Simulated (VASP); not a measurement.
VASP runs on YP share one base input (PBE GGA, plane waves, VASP's PBE PAW potentials (set 64)) and change the settings named in each case.

File KPOINTS:
```
Automatic mesh
0
Gamma
4 4 1
0 0 0
```

**INCAR**
```
# general
SYSTEM =YP
PREC   =Accurate
ENCUT  =300   # plane-wave cut-off (eV)
LREAL  =.FALSE.   # projection in real space or not
LASPH  =.TRUE.   # aspherical one-centre terms

# electronic loop
EDIFF  =1E-6   # SCF stop (eV)
NELM   =100
ALGO   =Normal
LMAXMIX=4

# smearing
ISMEAR =0   # Gaussian
SIGMA  =0.1   # width (eV)

# functional
GGA    =PE

# ions
ISIF   =2

# output
LWAVE  =.FALSE.
LCHARG =.FALSE.
```

POSCAR:
```
YP
1
    4.4850630000     0.0000000000     0.0000000000
    0.0000000000     4.4850630000     0.0000000000
    0.0000000000     0.0000000000    16.6765770000
Y P
2 2
Direct
  0.5000000000   0.0000000000   0.5802500000
  0.0000000000   0.5000000000   0.4197500000
  0.0000000000   0.0000000000   0.5000000000
  0.5000000000   0.5000000000   0.5000000000
```

POTCAR, in this order: Y_sv P (PBE.64 set). Program: vasp_std.

```csv
change,E(σ→0) (eV/atom),largest force (eV/Å),−TS (eV)
base run,-6.1301,0.214,-0.0273
GGA = PS,-6.4872,(withheld),(withheld)
"GGA_COMPAT = .FALSE., LNONCOLLINEAR = .TRUE., LSORBIT = .TRUE., MAGMOM = 0.0 0.0 0.0 0.0 0.0 0.0 0.0 0.0 0.0 0.0 0.0 0.0, program vasp_ncl",-6.1549,0.214,-0.0273
KPOINTS 1×1×1 Γ-centred mesh,-6.2481,0.316,-0.1385
```

Task: Some entries are withheld; supply them.

Result: 
- GGA = PS, largest force (eV/Å): 0.507
- GGA = PS, −TS (eV): -0.0288

Energies of different potentials or functionals have different zeros.  The cell holds a wide vacuum, so values per volume refer to the whole cell.

Left out are runs that ran out of time, are held back, or changed the cell or the kind of run, fixed moments of cells without a moment, rows past the twelfth, gaps on odd meshes, pressures of charged cells and columns that move by less than the noise.

The cell is a sheet or thin cut with vacuum, built from a generated structure.
